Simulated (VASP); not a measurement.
The system is W.

```
W
1.0
    -1.58234    1.58234    1.58234
     1.58234   -1.58234    1.58234
     1.58234    1.58234   -1.58234
W
1
Direct
  0.00000 0.00000 0.00000
```

| Property | Result |
| --- | --- |
| Program | VASP 6.6.1 |
| Task | relaxation of cell and atoms |
| Functional | PBE |
| Potentials or basis | VASP PAW PBE potentials, release 64 (W_sv) |
| Cutoff | 700 eV |
| k mesh | 18 × 18 × 18 |
| Occupations | gaussian, width 0.1 eV |
| Spin | no spin polarisation |

At the start: pressure 6.3 GPa; volume 15.85 Å³/atom.

Problem. How do energy, volume and symmetry change on relaxing?

Solution. Over 4 steps the energy falls by 6.1 meV/atom and the volume is 16.16 Å³/atom (+2.0 %); space group Im-3m (No. 229, to 0.05 Å).

Step by step:
```csv
step,energy change (eV),largest force (eV/Å),pressure (GPa),volume (Å³)
1,0.0000,0.0000,6.32,15.85
2,0.0644,0.0000,-18.25,17.33
3,-0.0061,0.0000,-0.19,16.17
4,-0.0061,0.0000,0.00,16.16
```

Final structure:
```
W
1.0
    -1.59278    1.59278    1.59278
     1.59278   -1.59278    1.59278
     1.59278    1.59278   -1.59278
W
1
Cartesian
  0.0000 0.0000 0.0000
```
